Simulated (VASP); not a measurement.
All values below come from PBE GGA, VASP's PBE PAW potentials (set 64) (plane waves; VASP).

Input for VASP

File KPOINTS:
```
Automatic
0
Gamma
8 8 8
```

**POSCAR**
```
Ni3Si
3.58020
  1.0000000000   0.0000000000   0.0000000000
  0.0000000000   1.0000000000   0.0000000000
  0.0000000000   0.0000000000   1.0000000000
Si Ni
1 3
Cartesian
  0.0000000000   0.0000000000   0.0000000000
  0.0000000000   0.5000000000   0.5000000000
  0.5000000000   0.0000000000   0.5000000000
  0.5000000000   0.5000000000   0.0000000000
```

### INCAR
```
SYSTEM = Ni3Si
PREC = Accurate; ENCUT = 400; LREAL = .FALSE.
LASPH = .TRUE.
EDIFF = 1E-3; NELM = 100; ALGO = Normal
LMAXMIX = 4
ISMEAR = 1; SIGMA = 0.1
GGA = PE
ISIF = 2
LWAVE = .FALSE.; LCHARG = .FALSE.
```

POTCAR, in this order: Si Ni (PBE.64 set). Program: vasp_std.

Task: Predict the energy per atom (σ→0), pressure, band gap (on the k-mesh).

Result: 
```yaml
energy per atom (σ→0): -5.894 eV/atom
band gap (on the k-mesh): none (metal, semimetal or under 0.01 eV)
pressure: -10.75 GPa
```

File OSZICAR:
```
...
DAV:   5    -0.271920254213E+02   -0.81826E-02   -0.81812E-02  1728   0.241E+00    0.183E+01
DAV:   6    -0.276048830089E+02   -0.41286E+00   -0.58710E+01  1718   0.123E+02    0.183E+01
DAV:   7    -0.236133411981E+02    0.39915E+01   -0.17289E+01  1628   0.685E+01    0.354E+00
DAV:   8    -0.235965477360E+02    0.16793E-01   -0.77223E-01  1513   0.602E+00    0.138E+00
DAV:   9    -0.235793194462E+02    0.17228E-01   -0.36730E-02  1942   0.274E+00    0.557E-01
DAV:  10    -0.235770118094E+02    0.23076E-02   -0.29789E-03  1398   0.433E-01    0.241E-01
DAV:  11    -0.235765777578E+02    0.43405E-03   -0.72428E-04   810   0.353E-01
   1 F= -.23576578E+02 E0= -.23577052E+02  d E =0.142229E-02
```

The compound is Ni3Si in the L1_2 structure. The cell was not relaxed at this level. The run is one of a series of settings (EDIFF = 1E-3 against the base run), some of them coarse on purpose. The run is not spin-polarised, so no magnetic state was tried.
